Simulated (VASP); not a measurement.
Level of theory: r2SCAN meta-GGA, VASP's PBE PAW potentials (set 64) (plane waves; VASP).

The input files of a VASP run:

### POSCAR
```
Ru
1
    1.3535241152    -2.3443726921     0.0000000000
    1.3535241152     2.3443726921    -0.0000000000
    0.0000000000     0.0000000000     4.2630160580
Ru
2
Direct
  0.3333330000   0.6666670000   0.2441356074
  0.6666670000   0.3333330000   0.7500000000
```

### INCAR
```
! general
SYSTEM   =  Ru
PREC     =  Accurate
ENCUT    =  480   ! plane-wave cut-off (eV)
LREAL    =  .FALSE.   ! projection in real space or not
LASPH    =  .TRUE.   ! aspherical one-centre terms

! electronic loop
EDIFF    =  1E-7
NELM     =  100   ! most electronic steps
ALGO     =  Normal
LMAXMIX  =  4   ! l cut-off of mixed one-centre charges
LMIXTAU  =  .TRUE.

! smearing
ISMEAR   =  1   ! Methfessel-Paxton
SIGMA    =  0.1

! functional
METAGGA  =  R2SCAN

! ions
ISIF     =  2

! output
LWAVE    =  .FALSE.
LCHARG   =  .FALSE.
```

### KPOINTS
```
Regular mesh
0
Gamma
14 14 8
0 0 0
```

POTCAR, in this order: Ru_pv (PBE.64 set). Program: vasp_std.

Output of the run:

### OUTCAR
```
 ion  position               nearest neighbor table
   1  0.333  0.667  0.244-   2 2.62   2 2.62   2 2.62   2 2.66   2 2.66   2 2.66
   2  0.667  0.333  0.750-   1 2.62   1 2.62   1 2.62   1 2.66   1 2.66   1 2.66
  LATTYP: Found a hexagonal cell.
 ALAT       =     2.7070483649
 C/A-ratio  =     1.5747838544
 Subroutine PRICEL returns:
 Original cell was already a primitive cell.
 Subroutine GETGRP returns: Found 12 space group operations
The static configuration has the point symmetry C_3v.
 The point group associated with its full space group is D_3d.
The dynamic configuration has the point symmetry C_3v.
 Subroutine INISYM returns: Found 12 space group operations
 Subroutine IBZKPT returns following result:
 Found    168 irreducible k-points:

 Following reciprocal coordinates:
            Coordinates               Weight
  0.000000  0.000000  0.000000      1.000000
  0.071429  0.000000  0.000000      6.000000
  0.142857  0.000000  0.000000      6.000000
  0.214286  0.000000  0.000000      6.000000
  0.285714  0.000000  0.000000      6.000000
  0.357143  0.000000  0.000000      6.000000
  0.428571  0.000000  0.000000      6.000000
...
```

### OSZICAR
```
       N       E                     dE             d eps       ncg     rms          rms(c)
DAV:   1     0.242853387374E+03    0.24285E+03   -0.17793E+04  6048   0.167E+03
DAV:   2    -0.546400133023E+02   -0.29749E+03   -0.29171E+03  6390   0.496E+02
DAV:   3    -0.613900751687E+02   -0.67501E+01   -0.65776E+01  6304   0.805E+01
DAV:   4    -0.614723114433E+02   -0.82236E-01   -0.81587E-01  8074   0.748E+00
DAV:   5    -0.614734738883E+02   -0.11624E-02   -0.11623E-02  6682   0.757E-01    0.229E+01
DAV:   6    -0.515062721276E+02    0.99672E+01   -0.12109E+01  6054   0.406E+01    0.190E+00
DAV:   7    -0.502159222128E+02    0.12903E+01   -0.55569E-01  6148   0.740E+00    0.818E-01
DAV:   8    -0.507650538456E+02   -0.54913E+00   -0.64320E-01  6074   0.659E+00    0.157E+00
DAV:   9    -0.507716346624E+02   -0.65808E-02   -0.11532E-02  6162   0.116E+00    0.791E-01
DAV:  10    -0.508413003625E+02   -0.69666E-01   -0.12821E-02  6078   0.127E+00    0.428E-01
DAV:  11    -0.508398748313E+02    0.14255E-02   -0.27378E-03  6342   0.542E-01    0.231E-01
DAV:  12    -0.508418638531E+02   -0.19890E-02   -0.36537E-03  6130   0.621E-01    0.576E-02
DAV:  13    -0.508455754456E+02   -0.37116E-02   -0.10054E-03  6126   0.286E-01    0.225E-02
DAV:  14    -0.508458961454E+02   -0.32070E-03   -0.28584E-04  6268   0.165E-01    0.202E-02
DAV:  15    -0.508458793955E+02    0.16750E-04   -0.20697E-05  7778   0.396E-02    0.236E-02
DAV:  16    -0.508459799770E+02   -0.10058E-03   -0.22037E-05  6184   0.353E-02    0.358E-02
DAV:  17    -0.508460097365E+02   -0.29760E-04   -0.22656E-05  6174   0.411E-02    0.109E-02
DAV:  18    -0.508459481973E+02    0.61539E-04   -0.29504E-06  6184   0.203E-02    0.779E-03
DAV:  19    -0.508459538386E+02   -0.56413E-05   -0.25330E-06  6268   0.152E-02    0.271E-03
DAV:  20    -0.508459501056E+02    0.37331E-05   -0.21850E-07  5940   0.402E-03    0.191E-03
DAV:  21    -0.508459544104E+02   -0.43049E-05   -0.90433E-08  3266   0.333E-03    0.750E-04
DAV:  22    -0.508459530812E+02    0.13292E-05   -0.75264E-09  3186   0.913E-04    0.501E-04
DAV:  23    -0.508459535080E+02   -0.42678E-06   -0.68163E-09  3166   0.817E-04    0.629E-05
DAV:  24    -0.508459533460E+02    0.16198E-06   -0.94734E-10  3152   0.277E-04    0.408E-05
DAV:  25    -0.508459533784E+02   -0.32407E-07   -0.36840E-10  3152   0.131E-04
   1 F= -.50845953E+02 E0= -.50845531E+02  d E =-.126797E-02
```

**OUTCAR**
```
------------------------ aborting loop because EDIFF is reached ----------------------------------------
  FORCE on cell =-STRESS in cart. coord.  units (eV):
  Direction    XX          YY          ZZ          XY          YZ          ZX
  --------------------------------------------------------------------------------------
  Total        0.1223525      0.1223525      0.1658480     -0.0000000      0.0000000      0.0000000
  in kB        7.2457552      7.2457561      9.8215758     -0.0000000      0.0000000      0.0000000
  external PRESSURE =       8.1043623 kB  Pullay stress =       0.0000000 kB
  volume of cell :       27.05
      direct lattice vectors                 reciprocal lattice vectors
     1.353524115 -2.344372692  0.000000000     0.369406052 -0.213276670  0.000000000
     1.353524115  2.344372692  0.000000000     0.369406052  0.213276670  0.000000000
     0.000000000  0.000000000  4.263016058     0.000000000  0.000000000  0.234575706
 POSITION                                       TOTAL-FORCE (eV/Angst)
 -----------------------------------------------------------------------------------
      1.35352      0.78146      1.04075         0.000000     -0.000000      0.329065
      1.35352     -0.78146      3.19726        -0.000000      0.000000     -0.329065
 -----------------------------------------------------------------------------------
    total drift:                                0.000000      0.000365      0.000060
  FREE ENERGIE OF THE ION-ELECTRON SYSTEM (eV)
  ---------------------------------------------------
  free  energy   TOTEN  =       -50.8459533784 eV

  energy  without entropy=      -50.8446854064  energy(sigma->0) =      -50.84553072
```
(Selected blocks of OUTCAR.)

The compound is Ru in the hcp structure. This cell was strained or had an atom moved on purpose.
